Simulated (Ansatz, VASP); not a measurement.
This is a calculation of RuSe for Ansatz 0.2.0.

Contents of input.yaml:

```yaml
crystal:
  lattice:
    - [0.0, 2.9063344, 2.9063344]
    - [2.9063344, 0.0, 2.9063344]
    - [2.9063344, 2.9063344, 0.0]
  atoms:
    - { symbol: Ru, position: [0.0, 0.0, 0.0] }
    - { symbol: Se, position: [0.25, 0.25, 0.25] }
hamiltonian:
  xc: pbe
  pseudopotentials: { kind: paw }
magnetization:
  spin_polarized: true
kpoints:
  mp_grid: { grid: [6, 6, 6] }
scf:
  occupations: { method: gaussian, width: 0.05 }
output:
  forces: true
  stress: true
  eigenvalues: true
```

Potentials or basis: Ansatz PAW.

Launch:

```sh
$ ansatz run input.yaml --threads 2 --pin off --max-ram 5632MiB --backend cpu --events-out ev --progress --plain --runs-dir out
```

**Question.** Set up the same calculation for VASP 6.6.1. Potentials there: VASP PAW PBE potentials, release 64 (Ru_pv, Se).

**Answer.** As run (the cutoff follows the program's own potentials):

File INCAR:

```
PREC = Accurate
ENCUT = 520
EDIFF = 1E-6
ISMEAR = 0
SIGMA = 0.05
LREAL = F
LASPH = T
NELM = 100
ALGO = Normal
ISIF = 2
LWAVE = F
LCHARG = F
ISPIN = 2
MAGMOM = 0 0
LORBIT = 11
LMAXMIX = 4
GGA = PE
```

File KPOINTS:

```
regular mesh
0
Gamma
  6 6 6
```

Contents of POSCAR:

```
RuSe
1.0
    0.0000000000      2.9063344000      2.9063344000
    2.9063344000      0.0000000000      2.9063344000
    2.9063344000      2.9063344000      0.0000000000
Ru Se
1 1
Direct
    0.0000000000      0.0000000000      0.0000000000
    0.2500000000      0.2500000000      0.2500000000
```

Potentials or basis: VASP PAW PBE potentials, release 64 (Ru_pv, Se).

Run with:

```console
$ cat potpaw_PBE.64/Ru_pv/POTCAR potpaw_PBE.64/Se/POTCAR > POTCAR
$ mpirun -np 1 vasp_std > vasp.out
```

Both were run:

|  | VASP | Ansatz | Ansatz less VASP |
| --- | --- | --- | --- |
| gap on the k mesh at the Fermi level (eV) | none | none | - |
| pressure (GPa) | -12.7 | -12.7 | -0.04 |
| net moment per atom (μB) | 0.00 | 0.00 | 0.000 |

A gap of «none» marks a metal or a gap that the smearing closes. The functional is the same, so the differences come from potentials, cutoffs and numerics. The two sets of potentials don't hold the same shells in valence.
